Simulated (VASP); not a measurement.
Method: SCAN meta-GGA, VASP's PBE PAW potentials (set 64) (plane waves; VASP).

Input for VASP

**INCAR**
```
! general
SYSTEM  = Cs
PREC    = Accurate
ENCUT   = 520
LREAL   = .FALSE.
LASPH   = .TRUE.

! electronic loop
EDIFF   = 1E-7
NELM    = 100
ALGO    = Normal
LMAXMIX = 4
LMIXTAU = .TRUE.

! smearing
ISMEAR  = 1
SIGMA   = 0.1

! functional
METAGGA = SCAN

! ions
ISIF    = 2

! output
LWAVE   = .FALSE.
LCHARG  = .FALSE.
```

KPOINTS:
```
Automatic mesh
0
Gamma
8 8 8
0 0 0
```

**POSCAR**
```
Cs
3.1835740
 -1.0000001534   1.0000001534   1.0000001534
  1.0000001534  -1.0000001534   1.0000001534
  1.0000001534   1.0000001534  -1.0000001534
Cs
1
Direct
  0.0000000000   0.0000000000   1.0000000000
```

POTCAR, in this order: Cs_sv (PBE.64 set). Program: vasp_std.

Unless said otherwise, spin-orbit coupling is left out, though it shifts the bands of the heavy elements here.

Question: Estimate the energy per atom (σ→0), band gap (on the k-mesh).

Answer: 
```
Quantity                                                    Result
------------------------  ----------------------------------------
energy per atom (σ→0)                              -37777 meV/atom
band gap (on the k-mesh)  none (metal, semimetal or under 0.01 eV)
```

### OSZICAR
```
...
DAV:  90    -0.377776869684E+02    0.47604E-05   -0.34874E-05   464   0.938E-02    0.274E-04
DAV:  91    -0.377776858555E+02    0.11130E-05   -0.59079E-06   480   0.365E-02    0.228E-04
DAV:  92    -0.377776857932E+02    0.62309E-07   -0.24276E-06   480   0.254E-02    0.195E-04
DAV:  93    -0.377776849436E+02    0.84952E-06   -0.76968E-06   464   0.434E-02    0.155E-04
DAV:  94    -0.377776845294E+02    0.41421E-06   -0.20032E-06   464   0.216E-02    0.986E-05
DAV:  95    -0.377776842954E+02    0.23408E-06   -0.17904E-06   464   0.214E-02    0.739E-05
DAV:  96    -0.377776841979E+02    0.97437E-07   -0.49423E-07   496   0.109E-02
   1 F= -.37777684E+02 E0= -.37776895E+02  d E =-.236687E-02
```

The compound is Cs in the bcc structure. This cell is one point of a volume scan, at 1.06 of the reference volume.
